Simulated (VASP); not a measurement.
# CrC2 (P6/mmm) in VASP: density of states with PBEsol

Aim: the density of states of CrC2 with PBEsol.

Everything below comes from runs of VASP 6.6.1. Logs are shortened: lines on timing, memory, paths and dates and some standing lists are left out, and cuts for length are marked.

## (1) Starting point

Symmetry: P6/mmm, No. 191, hexagonal system. Conventional cell: a = 2.557 Å, b = 2.557 Å, c = 4.064 Å, α = 90.00°, β = 90.00°, γ = 120.00°. Around Cr (site symmetry 6/mmm) lie 12 C at 2.51 Å and 6 Cr at 2.56 Å. C (site symmetry -6m2) is surrounded by 3 C at 1.48 Å.

The cell comes from a database or a generator and needn't be the stable form of this composition.

## (2) Density of states, PBEsol, collinear spin, typed start

POSCAR

```
CrC2
1.0
    2.5571722985      0.0000000000      0.0000000000
   -1.2785861492      2.2145761723      0.0000000000
    0.0000000000      0.0000000000      4.0644823570
Cr C
1 2
Direct
    0.0000000000      0.0000000000      0.0000000000
    0.3333333333      0.6666666667      0.5000000000
    0.6666666667      0.3333333333      0.5000000000
```

INCAR.step1

```
SYSTEM = CrC2
  PREC = Accurate
  ENCUT = 520
  EDIFF = 1E-6
  ISMEAR = 0
  SIGMA = 0.05
  LREAL = .False.
  LASPH = .True.
  NELM = 150
  ALGO = Fast
  ISIF = 2
  LWAVE = .False.
  LCHARG = .True.
  ISPIN = 2
  MAGMOM = 2.06 0 0
  LMAXMIX = 4
  GGA = PS
  NBANDS = 21
```

KPOINTS.step1

```
regular mesh
0
Gamma
  12 12 10
  0 0 0
```

INCAR.step2

```
SYSTEM = CrC2
  PREC = Accurate
  ENCUT = 520
  EDIFF = 1E-6
  ISMEAR = -5
  SIGMA = 0.05
  LREAL = .False.
  LASPH = .True.
  NELM = 150
  ALGO = Fast
  ISIF = 2
  LWAVE = .False.
  LCHARG = .False.
  ISPIN = 2
  MAGMOM = 2.06 0 0
  LORBIT = 11
  LMAXMIX = 4
  GGA = PS
  NEDOS = 2001
  ICHARG = 11
```

KPOINTS.step2

```
regular mesh
0
Gamma
  18 18 15
  0 0 0
```

Potentials or basis: VASP PAW PBE potentials, release 64 (Cr_pv, C).

On the command line:

```
cat potpaw_PBE.64/Cr_pv/POTCAR potpaw_PBE.64/C/POTCAR > POTCAR
cp INCAR.step1 INCAR
cp KPOINTS.step1 KPOINTS
mpirun -np 1 vasp_std > vasp.out
cp INCAR.step2 INCAR
cp KPOINTS.step2 KPOINTS
mpirun -np 1 vasp_std > vasp.out
```

OUTCAR:

```text
SYSTEM = CrC2
   PREC = Accurate
   ENCUT = 520
   EDIFF = 1E-6
   ISMEAR = -5
   LREAL = .False.
   LASPH = .True.
   NELM = 150
   ISIF = 2
   ISPIN = 2
   LORBIT = 11
   GGA = PS
   ICHARG = 11

 ion  position               nearest neighbor table
   1  0.000  0.000  0.000-   2 2.51   3 2.51   2 2.51   3 2.51   2 2.51   2 2.51   3 2.51   3 2.51
                             3 2.51   3 2.51   2 2.51   2 2.51
   2  0.333  0.667  0.500-   3 1.48   3 1.48   3 1.48   1 2.51   1 2.51   1 2.51   1 2.51   1 2.51
                             1 2.51
   3  0.667  0.333  0.500-   2 1.48   2 1.48   2 1.48   1 2.51   1 2.51   1 2.51   1 2.51   1 2.51
                             1 2.51

  LATTYP: Found a hexagonal cell.
 ALAT       =     2.5571722985
 C/A-ratio  =     1.5894440744

  Lattice vectors:

 A1 = (   2.5571722985,   0.0000000000,   0.0000000000)
 A2 = (  -1.2785861492,   2.2145761723,   0.0000000000)
 A3 = (   0.0000000000,   0.0000000000,   4.0644823570)

Analysis of symmetry for initial positions (statically):
=====================================================================
 Subroutine PRICEL returns:
 Original cell was already a primitive cell.

 Routine SETGRP: Setting up the symmetry group for a
 hexagonal supercell.

 Subroutine GETGRP returns: Found 24 space group operations
 (whereof 24 operations were pure point group operations)
 out of a pool of 24 trial point group operations.

The static configuration has the point symmetry D_6h.

Analysis of symmetry for dynamics (positions and initial velocities):
=====================================================================
 Subroutine PRICEL returns:
 Original cell was already a primitive cell.

 Routine SETGRP: Setting up the symmetry group for a
 hexagonal supercell.

 Subroutine GETGRP returns: Found 24 space group operations
 (whereof 24 operations were pure point group operations)
 out of a pool of 24 trial point group operations.

The dynamic configuration has the point symmetry D_6h.

Analysis of structural, dynamic, and magnetic symmetry:
=====================================================================
 Subroutine PRICEL returns:
 Original cell was already a primitive cell.

 Routine SETGRP: Setting up the symmetry group for a
 hexagonal supercell.

 Subroutine GETGRP returns: Found 24 space group operations
 (whereof 24 operations were pure point group operations)
 out of a pool of 24 trial point group operations.

The overall configuration has the point symmetry D_6h.

 Subroutine INISYM returns: Found 24 space group operations
 (whereof 24 operations are pure point group operations),
 and found     1 'primitive' translations

----------------------------------------------------------------------------------------

                                     Primitive cell

  volume of cell :      23.0174

  direct lattice vectors                    reciprocal lattice vectors
     2.557172298  0.000000000  0.000000000     0.391056950  0.225776835  0.000000000
    -1.278586149  2.214576172  0.000000000     0.000000000  0.451553671  0.000000000
     0.000000000  0.000000000  4.064482357     0.000000000  0.000000000  0.246033790

  length of vectors
     2.557172298  2.557172298  4.064482357     0.451553671  0.451553671  0.246033790

  position of ions in fractional coordinates (direct lattice)
     0.000000000  0.000000000  0.000000000
     0.333333333  0.666666667  0.500000000
     0.666666667  0.333333333  0.500000000

  ion indices of the primitive-cell ions
   primitive index   ion index
                 1           1
                 2           2
                 3           3

----------------------------------------------------------------------------------------

 KPOINTS: regular mesh

Automatic generation of k-mesh.
 Grid dimensions read from file:
 generate k-points for:   18   18   15

 Generating k-lattice:

  Cartesian coordinates                     Fractional coordinates (reciprocal lattice)
     0.021725386  0.012543158  0.000000000     0.055555556  0.000000000  0.000000000
     0.000000000  0.025086315  0.000000000     0.000000000  0.055555556  0.000000000
     0.000000000  0.000000000  0.016402253     0.000000000  0.000000000  0.066666667

  Length of vectors
     0.025086315  0.025086315  0.016402253

  Shift w.r.t. Gamma in fractional coordinates (k-lattice)
     0.000000000  0.000000000  0.000000000

[... 51 lines left out ...]
   NELM   =    150;   NELMIN=  2; NELMDL=  0     # of ELM steps
   EDIFF  = 0.1E-05   stopping-criterion for ELM
   LREAL  =      F    real-space projection
   EDIFFG = 0.1E-04   stopping-criterion for IOM
   NSW    =      0    number of steps for IOM
   IBRION =     -1    ionic relax: 0-MD 1-quasi-New 2-CG
   NFREE  =      0    steps in history (QN), initial steepest desc. (CG)
   ISIF   =      2    stress and relaxation
   ISYM   =      2    0-nonsym 1-usesym 2-fastsym
   POTIM  = 0.5000    time-step for ionic-motion
   TEBEG  =    0.0;   TEEND  =   0.0 temperature during run
   PSTRESS=    0.0 pullay stress
   NELECT =      20.0000    total number of electrons
   NUPDOWN=      -1.0000    fix difference up-down
   EMIN   =  10.00;   EMAX   =-10.00  energy-range for DOS
   EFERMI =   0.00;   METHOD = LEGACY
   ISMEAR =    -5;   SIGMA  =   0.05  broadening in eV -4-tet -1-fermi 0-gaus
   EFERMI_NEDOS =   21; number of points for ismear=-14 and -15
   IALGO  =     68    algorithm
   IMIX   =      4    mixing-type and parameters
     AMIX     =   0.40;   BMIX     =  1.00
     AMIX_MAG =   1.60;   BMIX_MAG =  1.00
  volume/ion in A,a.u.               =       7.67        51.78
  Fermi-wavevector in a.u.,A,eV,Ry     =   1.562186  2.952104 33.204020  2.440427
  Thomas-Fermi vector in A             =   2.665142
   LORBIT       =     11    0 simple, 1 ext, 2 COOP (PROOUT), +10 PAW based schemes
   GGA     = PS    functional components
   LHFCALC =     F    Hartree Fock is set to
   AEXX    =    0.0000 exact exchange contribution
   IVDW    =     0    specifies the selected vdW correction
   LEPSILON=     F    determine dielectric tensor
   LRPA    =     F    only Hartree local field effects (RPA)
 spin polarized calculation
 RMM-DIIS sequential band-by-band and
 Fermi weights with tetrahedron method with Bloechl corrections
  energy-cutoff  :      520.00
  volume of cell :       23.02
 maximum number of plane-waves:       640
 NGX is ok and might be reduce to    20

 number of electron      20.0000001 magnetization       0.1111372

 Free energy of the ion-electron system (eV)
  ---------------------------------------------------
  ext. energy  EPLUGINS =         0.00000000
  ---------------------------------------------------
  free energy    TOTEN  =       -26.78418321 eV

  energy without entropy =      -26.78418321  energy(sigma->0) =      -26.78418321

 E-fermi :  11.8748     XC(G=0): -13.6244

 val. band max:       11.9073863196   @ k =   0.4444   0.1111   0.2000
 cond. band min:      11.8365784397   @ k =   0.1667   0.1667   0.2000
 fundamental gap:     -0.0708078799
 Fermi energy:        11.8748484420

 spin component 1

 k-point     1 :       0.0000    0.0000    0.0000
  band No.  band energies     occupation
      1     -31.3856      1.00000
      2     -30.7910      1.00000
      3     -30.7910      1.00000
      4      -9.9547      1.00000
      5       1.6257      1.00000
      6       6.1225      1.00000
      7       6.1226      1.00000
      8       6.9334      1.00000
      9      11.3521      1.00000
     10      11.3521      1.00000
     11      12.6484      0.00000
     12      12.6484      0.00000
     13      12.8032      0.00000
     14      16.4617      0.00000
[... 403 lines left out ...]
      4      -5.4059      1.00000
      5      -2.8624      1.00000
      6       2.1373      1.00000
      7       4.6117      1.00000
      8       8.7138      1.00000
      9       9.5159      1.00000
     10      12.2016     -0.00418
     11      12.5796      0.00000
     12      12.8445      0.00000
     13      13.7737      0.00000
     14      16.0004      0.00000
     15      17.1272      0.00000

 [... further k-points ...]

 spin component 2

 k-point     1 :       0.0000    0.0000    0.0000
  band No.  band energies     occupation
      1     -31.2640      1.00000
      2     -30.6801      1.00000
      3     -30.6801      1.00000
      4      -9.9540      1.00000
      5       1.6271      1.00000
      6       6.1240      1.00000
      7       6.1240      1.00000
      8       6.9724      1.00000
      9      11.4412      1.00000
     10      11.4412      1.00000
     11      12.7719      0.00000
     12      12.7719      0.00000
     13      12.8852      0.00000
     14      16.4638      0.00000
[... 403 lines left out ...]
      4      -5.4062      1.00000
      5      -2.8615      1.00000
      6       2.1386      1.00000
      7       4.6320      1.00000
      8       8.7793      1.00000
      9       9.5449      1.00000
     10      12.2839     -0.04944
     11      12.6741      0.00000
     12      12.9218      0.00000
     13      13.8519      0.00000
     14      16.0577      0.00000
     15      17.1385      0.00000

 [... further k-points ...]

------------------------ aborting loop because EDIFF is reached ----------------------------------------

  FORCE on cell =-STRESS in cart. coord.  units (eV):
  Direction    XX          YY          ZZ          XY          YZ          ZX
  --------------------------------------------------------------------------------------
  -------------------------------------------------------------------------------------
  Total       -3.0200888     -3.0200888      1.6446673     -0.0000000      0.0000000      0.0000000
  in kB     -210.2201969   -210.2201969    114.4808348     -0.0000000      0.0000000      0.0000000
  external PRESSURE =    -101.9865197 kB  Pullay stress =       0.0000000 kB

 VOLUME and BASIS-vectors are now :
 -----------------------------------------------------------------------------
  energy-cutoff  :      520.00
  volume of cell :       23.02
      direct lattice vectors                 reciprocal lattice vectors
     2.557172298  0.000000000  0.000000000     0.391056950  0.225776835  0.000000000
    -1.278586149  2.214576172  0.000000000     0.000000000  0.451553671  0.000000000
     0.000000000  0.000000000  4.064482357     0.000000000  0.000000000  0.246033790

 POSITION                                       TOTAL-FORCE (eV/Angst)
 -----------------------------------------------------------------------------------
      0.00000      0.00000      0.00000        -0.000000      0.000000     -0.000000
     -0.00000      1.47638      2.03224        -0.000000      0.000000     -0.000000
      1.27859      0.73819      2.03224         0.000000     -0.000000      0.000000
 -----------------------------------------------------------------------------------
    total drift:                                0.000000      0.000000      0.000000

  FREE ENERGIE OF THE ION-ELECTRON SYSTEM (eV)
  ---------------------------------------------------
  free  energy   TOTEN  =       -26.7841832067 eV

  energy  without entropy=      -26.7841832067  energy(sigma->0) =      -26.78418321

 total charge

# of ion       s       p       d       tot
------------------------------------------
    1        0.298   6.268   4.396  10.962
    2        0.823   1.714   0.000   2.536
    3        0.823   1.714   0.000   2.536
--------------------------------------------------
tot          1.943   9.696   4.396  16.035

 magnetization (x)

# of ion       s       p       d       tot
------------------------------------------
    1        0.000   0.001   0.097   0.098
    2        0.000  -0.002   0.000  -0.001
    3        0.000  -0.002   0.000  -0.001
--------------------------------------------------
tot          0.001  -0.002   0.097   0.096
```

Run time: 4.4 min. Hardware: 1 thread of Intel Xeon 6975P-C (Granite Rapids), shared host; peak memory 0.28 GiB.

Results:

```yaml
Net_moment: 0.11 μB per cell
Site_moments: Cr +0.10; C -0.00 μB
Valence_electrons_inside_the_program's_atomic_spheres: Cr 10.96; C 2.54
```

Levels at points of the mesh, in eV from the Fermi level:
Spin up:
```csv
k point,band 7,band 8,band 9,band 10,band 11,band 12,band 13,band 14
"(0.00, 0.00, 0.00)",-5.75,-4.94,-0.52,-0.52,0.77,0.77,0.93,4.59
"(0.50, 0.00, 0.00)",-7.33,-3.64,-1.79,0.06,0.38,1.71,2.20,3.02
```
Spin down:
| k point | band 7 | band 8 | band 9 | band 10 | band 11 | band 12 | band 13 | band 14 |
| --- | --- | --- | --- | --- | --- | --- | --- | --- |
| (0.00, 0.00, 0.00) | -5.75 | -4.90 | -0.43 | -0.43 | 0.90 | 0.90 | 1.01 | 4.59 |
| (0.50, 0.00, 0.00) | -7.30 | -3.57 | -1.79 | 0.17 | 0.46 | 1.80 | 2.30 | 3.05 |

States per cell in windows of 1 eV (zero at the Fermi level; states under -8 eV left out):
```csv
from (eV),up,down,Cr1_d_up,Cr1_d_down,Cr1_s_down,Cr1_s_up,C2_p_up,C3_p_up
-8.0,0.44,0.44,0.04,0.04,0.01,0.01,0.11,0.11
-7.0,0.33,0.34,0.03,0.03,0.00,0.00,0.08,0.08
-6.0,0.07,0.07,0.01,0.01,0.00,0.00,0.02,0.02
-5.0,0.23,0.22,0.09,0.09,0.02,0.02,0.02,0.02
-4.0,0.52,0.51,0.30,0.29,0.04,0.04,0.02,0.02
-3.0,0.30,0.31,0.19,0.20,0.02,0.02,0.01,0.01
-2.0,0.98,0.88,0.70,0.62,0.01,0.01,0.03,0.03
-1.0,1.05,1.05,0.85,0.84,0.01,0.01,0.02,0.02
0.0,1.27,1.32,1.12,1.16,0.01,0.01,0.02,0.02
1.0,1.02,0.96,0.75,0.71,0.03,0.03,0.05,0.05
2.0,0.54,0.61,0.27,0.33,0.02,0.02,0.06,0.06
3.0,0.41,0.41,0.08,0.08,0.03,0.03,0.05,0.05
4.0,0.59,0.58,0.08,0.09,0.03,0.03,0.08,0.08
5.0,0.60,0.60,0.07,0.07,0.03,0.03,0.09,0.09
6.0,0.28,0.28,0.03,0.04,0.21,0.27,0.03,0.03
7.0,0.23,0.31,0.02,0.02,1.90,1.25,0.01,0.01
```

Caveat: the PAW data sets were made with another functional, which shifts forces and pressure a little; tetrahedron occupations give inexact forces and stress in metals.
